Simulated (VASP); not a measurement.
```yaml
crystal:
  lattice:
    - [0.00000, 2.84062, 2.84062]
    - [2.84062, 0.00000, 2.84062]
    - [2.84062, 2.84062, 0.00000]
  atoms:
    - { symbol: Al, position: [0.00000, 0.00000, 0.00000] }
    - { symbol: As, position: [0.25000, 0.25000, 0.25000] }
```

Method: PBEsol GGA, VASP's PBE PAW potentials (set 64) (plane waves; VASP). Run with 400 eV cut-off, 14×14×14 Γ-centred mesh, Gaussian smearing of 0.010 eV, potentials Al As.

Problem. Give the direction-averaged independent-particle dielectric function (no local fields, no excitons; a broadening of 0.1 eV leaves a tail below the gap, and fine structure carries the noise of the k-mesh).

Solution. 
```csv
ħω (eV),ε₁,ε₂
0.00,10.22,0.00
0.20,10.24,0.02
0.40,10.30,0.05
0.60,10.42,0.07
0.80,10.59,0.10
1.00,10.81,0.13
1.20,11.11,0.17
1.40,11.51,0.23
1.60,12.03,0.32
1.80,12.74,0.61
2.00,13.12,0.78
2.20,14.44,0.95
2.40,15.42,2.38
2.60,16.94,2.23
2.80,19.56,5.69
3.00,17.25,7.87
3.20,19.13,11.55
3.40,17.11,11.49
3.60,18.38,13.86
3.80,21.39,20.30
4.00,10.72,30.09
4.20,-0.21,25.07
4.40,2.37,22.01
4.60,-7.63,24.13
4.80,-8.24,12.27
5.00,-4.12,10.43
5.20,-2.32,12.33
5.40,-4.82,13.02
5.60,-5.95,9.29
5.80,-4.10,8.89
6.00,-5.83,10.99
6.20,-7.21,5.95
6.40,-5.50,5.58
6.60,-4.86,5.00
6.80,-4.28,4.56
7.00,-4.66,4.56
7.20,-4.18,3.39
7.40,-3.44,3.29
7.60,-3.31,3.68
7.80,-3.92,3.15
```
ε₂ peaks at 4.0 eV (height 30.1), 4.5 eV (height 25.5); ε₁(0) averages 10.22, so the electronic refractive index below the gap tends to √10.22 = 3.20.

The compound is AlAs in the zinc blende structure. It was relaxed first.
